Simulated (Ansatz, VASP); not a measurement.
# NaMgI3: VASP beside Ansatz, part 3 of 3

Aim: how closely do two programs agree when they are given the same cell, functional and k mesh? The cell is generated by rule, not measured, and may not be a known phase. The cell is taken from a series of runs on this material, whose earlier steps may have relaxed, scaled, displaced or heated it; both programs get it as it stands.

VASP 6.6.1 and Ansatz 0.2.0.

So far: Ansatz: relaxation of cell and atoms, r2SCAN, pair 1; VASP: relaxation of cell and atoms, r2SCAN, pair 1; Comparison; VASP: relaxation of cell and atoms, r2SCAN, pair 2; Ansatz: relaxation of cell and atoms, r2SCAN, pair 2; Side by side.

## 8. VASP: relaxation of cell and atoms, r2SCAN, pair 3

Level of this step: r2SCAN; plane waves and PAW (Na_pv, Mg, I); invented cell (VASP).

The relaxed volume is the usual yardstick between codes: in a stiff, nearly cubic crystal its relative difference is about their pressure difference at one cell divided by the bulk modulus.

The input, INCAR:

```
SYSTEM = NaMgI3
PREC = Accurate
ENCUT = 660
EDIFF = 1E-07
NELM = 120
ISMEAR = 0
SIGMA = 0.01
LREAL = .FALSE.
ALGO = Normal
METAGGA = R2SCAN
LASPH = .TRUE.
NBANDS = 21
LORBIT = 11
LWAVE = .FALSE.
LCHARG = .FALSE.
ISIF = 3
IBRION = 2
NSW = 80
EDIFFG = -0.005
GGA_COMPAT = .FALSE.
NELMIN = 4
EFERMI = MIDGAP
LMIXTAU = .TRUE.
KPAR = 2
```

The input, POSCAR:

```
NaMgI3
1.0
    5.7287470000      0.0000000000      0.0000000000
    0.0000000000      4.1233870000      4.2377220000
    0.0000000000     -4.1233870000      4.2377220000
Na Mg I
1 1 3
Direct
    0.0000000000      0.8674190992      0.8674190992
    0.5000000000      0.5032849017      0.5032849017
    0.0000000000      0.5036697782      0.5036697782
    0.5000000000      0.0157232065      0.5480872558
    0.5000000000      0.5480872558      0.0157232065
```

The input, KPOINTS:

```
Automatic mesh
0
Gamma
4 4 4
0 0 0
```

The projector-augmented-wave data sets are Na_pv, Mg and I (PBE family, release 64).

On the command line:

```sh
$ mpirun -np 2 vasp_std
```

Numbers of over 12 decimals in the logs are rounded to 6 here.

The program printed:

```text
[... set-up lines as in an earlier step ...]
 entering main loop
       N       E                     dE             d eps       ncg     rms          rms(c)
DAV:   1     0.137763372596E+03    0.13776E+03   -0.13675E+04   882   0.144E+03
DAV:   2    -0.684066948891E+02   -0.20617E+03   -0.19583E+03  1089   0.257E+02
DAV:   3    -0.907202734009E+02   -0.22314E+02   -0.22115E+02  1062   0.877E+01
DAV:   4    -0.914690282624E+02   -0.74875E+00   -0.74799E+00  1072   0.182E+01
[...]
DAV:  22    -0.871129520046E+02   -0.31135E-05   -0.22224E-06   922   0.175E-02    0.687E-04
DAV:  23    -0.871129521811E+02   -0.17647E-06   -0.10993E-07   774   0.382E-03    0.572E-04
DAV:  24    -0.871129522232E+02   -0.42139E-07   -0.28099E-08   711   0.174E-03
   1 F= -.87112952E+02 E0= -.87112952E+02  d E =-.871130E+02
[...]
N       E                     dE             d eps       ncg     rms          rms(c)
DAV:   1    -0.871142928743E+02   -0.13407E-02   -0.30509E-02  1051   0.140E+00    0.220E-01
[...]
DAV:  10    -0.871131950498E+02   -0.26747E-06   -0.41572E-07   841   0.690E-03    0.331E-03
DAV:  11    -0.871131949977E+02    0.52108E-07   -0.13344E-08   712   0.119E-03
   2 F= -.87113195E+02 E0= -.87113195E+02  d E =-.242774E-03
 trial-energy change:   -0.000243  1 .order   -0.000228   -0.000369   -0.000087
 step:   1.2250(harm=  1.3100)  dis= 0.00036  next Energy=   -87.113205 (dE=-0.253E-03)
[...]
N       E                     dE             d eps       ncg     rms          rms(c)
DAV:   1    -0.871132625983E+02   -0.67549E-04   -0.15447E-03  1046   0.315E-01    0.483E-02
DAV:   2    -0.871132162205E+02    0.46378E-04   -0.77235E-05   937   0.669E-02    0.220E-02
DAV:   3    -0.871132030317E+02    0.13189E-04   -0.40851E-05   902   0.417E-02    0.116E-02
DAV:   4    -0.871132068589E+02   -0.38272E-05   -0.20560E-06   912   0.139E-02    0.110E-02
DAV:   5    -0.871132019469E+02    0.49120E-05   -0.41838E-06   902   0.216E-02    0.248E-03
DAV:   6    -0.871132107086E+02   -0.87617E-05   -0.54320E-06   902   0.250E-02    0.326E-03
DAV:   7    -0.871132106905E+02    0.18084E-07   -0.24271E-07   766   0.550E-03
   3 F= -.87113211E+02 E0= -.87113211E+02  d E =-.258467E-03
[...]
reached required accuracy - stopping structural energy minimisation
```

Parts of OUTCAR (step 8):

```text
  Total       -0.0168112     -0.0036932      0.0025809      0.0000000      0.0000000      0.0000000
  in kB       -0.1350597     -0.0296707      0.0207346      0.0000000      0.0000000      0.0000000
  external PRESSURE =      -0.0479986 kB  Pullay stress =       0.0000000 kB

 POSITION                                       TOTAL-FORCE (eV/Angst)
 -----------------------------------------------------------------------------------
      0.00000      0.00000      7.34260         0.000000      0.000000     -0.003336
      2.85989      0.00000      4.26048         0.000000      0.000000     -0.000185
      0.00000      0.00000      4.26418         0.000000      0.000000     -0.002151
      2.85989     -2.19256      2.38690         0.000000     -0.001227      0.002836
      2.85989      2.19256      2.38690         0.000000      0.001227      0.002836
 -----------------------------------------------------------------------------------
    total drift:                               -0.000000     -0.000000     -0.014266

  FREE ENERGIE OF THE ION-ELECTRON SYSTEM (eV)
  ---------------------------------------------------
  free  energy   TOTEN  =       -87.1132106905 eV

  energy  without entropy=      -87.1132106905  energy(sigma->0) =      -87.11321069

[... 1 part as in an earlier step ...]

[... 3 further parts left out ...]
[key lines of the parts left out:]
E-fermi :   1.7704
```

## 9. Ansatz: relaxation of cell and atoms, r2SCAN, pair 3

The same cell, functional and mesh now go to Ansatz, which takes its cutoff from its data sets.

The cell is taken from a series of runs on this material, whose earlier steps may have relaxed, scaled, displaced or heated it; both programs get it as it stands.

The input, input.yaml:

```yaml
crystal:
  lattice:
    - [5.7287474362, 0.0, 0.0]
    - [0.0, 4.1233865883, 4.2377216102]
    - [0.0, -4.1233865883, 4.2377216102]
  atoms:
    - { symbol: Na, position: [0.0, 0.8674191345, 0.8674191345] }
    - { symbol: Mg, position: [0.5, 0.5032849904, 0.5032849904] }
    - { symbol: I, position: [0.0, 0.5036697741, 0.5036697741] }
    - { symbol: I, position: [0.5, 0.0157231836, 0.548087301] }
    - { symbol: I, position: [0.5, 0.548087301, 0.0157231836] }
kpoints:
  mp_grid: { grid: [4, 4, 4] }
hamiltonian:
  xc: r2scan
scf:
  occupations: { method: fixed }
output:
  forces: true
  stress: true
  eigenvalues: true
relax:
  adjacent_minimum: "off"
  f_tol: 0.001
  max_steps: 60
  cell: { stress_tol: 0.01 }
```

On the command line:

```sh
$ ansatz run input.yaml --threads 8 --pin off --max-ram 14336MiB --backend cpu --events-out ev --progress --plain --runs-dir out
```

The program printed:

```text
[...]
Crystal: 5 atoms, lattice volume = 200.206 Å³
Basis set: ecut = 500 eV, 5069 PW (Γ), exchange–correlation on 180×180×180 points (64 copies of the dense FFT grid, shifted against one another)
Bands: 42, of which v1, the nominal top of the filled ones, is band 35 counted from 1 (34 counted from 0)
Symmetry: 4 space group operations
[...]
cell:  # Å, volume = 200.2056 Å³
    - [5.7287474362, 0.0, 0.0]
    - [0.0, 4.1233865883, 4.2377216102]
    - [0.0, -4.1233865883, 4.2377216102]
  atoms:
    - { symbol: Na, position: [0.0, 0.867419, 0.867419] }
    - { symbol: Mg, position: [0.5, 0.503285, 0.503285] }
    - { symbol: I, position: [0.0, 0.503670, 0.503670] }
    - { symbol: I, position: [0.5, 0.015723, 0.548087] }
    - { symbol: I, position: [0.5, 0.548087, 0.015723] }
[key lines of the parts left out:]
SCF converged after 6 iterations
Free energy (F): -26004.837871 eV
Fermi energy:    2.928419 eV
P = ⅓ Tr σ = 0.0024 GPa (0.024 kbar)
```

## 10. Side by side

What differs besides the data sets and the points named for the pairs above, as far as they apply: the data sets hold 70 valence electrons in Ansatz (on its default PAW (the set named soft_2) files) and 30 in VASP. Total energies have different zeros and are not compared.

Compared:

```csv
quantity,Ansatz,VASP,difference
volume (Å³),200.21,199.43,+0.39 %
"edge a after relaxation, in the typed setting (Å)",5.729,5.720,+0.16 %
"edge b after relaxation, in the typed setting (Å)",5.913,5.906,+0.12 %
```

## 11. Results

```json
{
  "difference in volume (relaxation of cell and atoms, r2SCAN, pair 1)": "0.36 %",
  "difference in volume (relaxation of cell and atoms, r2SCAN, pair 2)": "0.52 %",
  "difference in volume (relaxation of cell and atoms, r2SCAN, pair 3)": "0.39 %"
}
```

In words: The difference in volume is 0.52 % (relaxation of cell and atoms, r2SCAN, pair 2), within the 1.2 % picked in this series as the mark of a large difference, as far as the stopping tolerances let one tell. The data sets hold unlike numbers of valence electrons (70 in Ansatz and 30 in VASP), so part of the differences comes from the potentials. 1 further run of this series is not shown here. How closely two codes agree says nothing of how well the functional describes the real material.

[Lines on the potential files, build, host, timing and source positions are cut from VASP's logs without a mark.]

[Logs are printed without paths, hosts, clocks, repeated set-up lines and the standing remarks that a program may print on its own settings, such as how far it seeks lower states.]

[Hosts, paths, dates, database ids (printed as entryN), source tags and the programs' standing remarks are cut or masked in the printed files.]
